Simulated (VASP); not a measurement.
Level of theory: PBE GGA, VASP's PBE PAW potentials (set 64) (plane waves; VASP 6.6.1).

A VASP calculation is set up with these files.

INCAR:
```
SYSTEM = HfC
PREC = Accurate
ENCUT = 675
EDIFF = 1E-6
NELM = 100
ALGO = Normal
LREAL = .FALSE.
LASPH = .TRUE.
ISMEAR = 1
SIGMA = 0.1
GGA = PE
LMAXMIX = 6
LWAVE = .FALSE.
LCHARG = .FALSE.
ISIF = 2
```

File POSCAR:
```
HfC
1
    0.0000000000     2.2982790000     2.3039220000
    2.3711040000     0.0000000000     2.3039220000
    2.3711040000     2.2982790000     0.0000000000
Hf C
1 1
Direct
  0.0000000000   0.0000000000   0.0000000000
  0.4828580000   0.5171420000   0.5171420000
```

### KPOINTS
```
Automatic mesh
0
Gamma
12 12 12
0 0 0
```

POTCAR, in this order: Hf_pv C (PBE.64 set). Program: vasp_std.

Unless said otherwise, spin-orbit coupling is left out, though it shifts the bands of the heavy elements here.

Problem. Predict the energy per atom (σ→0), largest force, band gap (on the k-mesh).

Solution. 
```
Property                                                    Result
------------------------  ----------------------------------------
energy per atom (σ→0)                              -10.506 eV/atom
band gap (on the k-mesh)  none (metal, semimetal or under 0.01 eV)
largest force                                           0.461 eV/Å
```

File OSZICAR:
```
...
DAV:   7    -0.210248980088E+02    0.62921E-01   -0.65111E-01  7244   0.624E+00    0.248E+01
DAV:   8    -0.210183967091E+02    0.65013E-02   -0.59593E-02  7156   0.246E+00    0.599E+00
DAV:   9    -0.210120822135E+02    0.63145E-02   -0.29932E-02  7088   0.106E+00    0.189E+00
DAV:  10    -0.210118759266E+02    0.20629E-03   -0.80330E-04  7335   0.253E-01    0.478E-01
DAV:  11    -0.210118637033E+02    0.12223E-04   -0.23356E-04  7094   0.109E-01    0.556E-02
DAV:  12    -0.210118614938E+02    0.22095E-05   -0.83230E-06  7112   0.258E-02    0.731E-02
DAV:  13    -0.210118606871E+02    0.80666E-06   -0.48575E-07  3704   0.764E-03
   1 F= -.21011861E+02 E0= -.21011842E+02  d E =-.575317E-04
```

The compound is HfC in the rock salt structure. The cell was not relaxed at this level, atoms are displaced from their ideal sites. The run is one of a series of settings (ENCUT = 675 against the base run), some of them coarse on purpose.
